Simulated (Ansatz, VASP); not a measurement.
**Cu3Ge in VASP and in Ansatz**

Contents of INCAR:

```
  PREC = Accurate
  ENCUT = 600
  EDIFF = 1E-7
  ISMEAR = 0
  SIGMA = 0.1
  LREAL = False
  LASPH = True
  NELM = 100
  ALGO = Normal
  ISIF = 3
  LWAVE = False
  LCHARG = False
  GGA = CA
  IBRION = 2
  NSW = 70
  EDIFFG = -0.005
```

The input KPOINTS:

```
regular mesh
0
Gamma
  18 18 6
```

POSCAR

```
Cu3Ge
1.0
    2.7417867326      0.0000000000      0.0000000000
   -1.3708933663      2.3744569622      0.0000000000
    0.0000000000      0.0000000000      8.2756252926
Cu Ge
3 1
Direct
    0.0000000000      0.0000000000      0.5000000000
    0.6666666667      0.3333333333      0.7420282924
    0.6666666667      0.3333333333      0.2579717076
    0.0000000000      0.0000000000      0.0000000000
```

Input for Ansatz:

```yaml
crystal:
  lattice:
    - [2.7417867326, 0.0, 0.0]
    - [-1.3708933663, 2.3744569622, 0.0]
    - [0.0, 0.0, 8.2756252926]
  atoms:
    - { symbol: Cu, position: [0.0, 0.0, 0.5] }
    - { symbol: Cu, position: [0.6666666667, 0.3333333333, 0.7420282924] }
    - { symbol: Cu, position: [0.6666666667, 0.3333333333, 0.2579717076] }
    - { symbol: Ge, position: [0.0, 0.0, 0.0] }
basis:
  ecutwfc: 420
kpoints:
  mp_grid: { grid: [18, 18, 6] }
hamiltonian:
  xc: lda
scf:
  occupations: { method: gaussian, width: 0.1 }
output:
  forces: true
  stress: true
  eigenvalues: true
relax:
  adjacent_minimum: "off"
  f_tol: 0.005
  max_steps: 50
  cell: { stress_tol: 0.05 }
```

Alike in both runs: task relaxation of cell and atoms; functional LDA; k mesh 18 × 18 × 6; occupations gaussian, width 0.1 eV; no spin polarisation.

|  | VASP | Ansatz |
| --- | --- | --- |
| version | VASP 6.6.1 | Ansatz 0.2.0 |
| potentials or method | VASP PAW LDA potentials, release 64 (Cu, Ge_d) | scalar-relativistic, plane waves, PAW |
| plane-wave cutoff (eV) | 600 | 420 |
| valence electrons in the cell | 47 | 71 |

```tsv
	VASP	Ansatz	Ansatz less VASP
gap on the k mesh at the Fermi level, each at its own relaxed structure (eV)	none	none	-
relaxed volume (Å³/atom)	12.34	12.29	-0.056
relaxed cell length with the largest relative difference (Å)	8.024	8.007	-0.0174
energy change over the relaxation (meV/atom)	-39	-44	-4.7
```

A gap of «none» marks a metal or a gap that the smearing closes. The two sets of potentials don't hold the same shells in valence.
